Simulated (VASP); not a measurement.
```yaml
crystal:
  lattice:
    - [0.00000, 3.57000, 3.57000]
    - [3.57000, 0.00000, 3.57000]
    - [3.57000, 3.57000, 0.00000]
  atoms:
    - { symbol: Ba, position: [0.00000, 0.00000, 0.00000] }
    - { symbol: Te, position: [0.50000, 0.50000, 0.50000] }
```

Method: PBE GGA, VASP's PBE PAW potentials (set 64) (plane waves; VASP). Numerical set-up: 400 eV cut-off, 6×6×6 Γ-centred mesh, tetrahedra with Blöchl corrections, potentials Ba_sv Te.

Unless said otherwise, spin-orbit coupling is left out, though it shifts the bands of the heavy elements here.

Predict the energy per atom (σ→0), band gap (on the k-mesh) with the smallest direct gap where there is one.

```
Item                                          Value
-----------------------------------  --------------
band gap (on the k-mesh)                    1.64 eV
smallest direct gap (on the k-mesh)         2.02 eV
energy per atom (σ→0)                -4.313 eV/atom
```

The absolute energy has meaning only against runs of the same code, potentials and settings.

The compound is BaTe in the rock salt structure. The cell was not relaxed at this level. The run is one of a series of settings (ISMEAR = -5, SIGMA removed against the base run), some of them coarse on purpose.
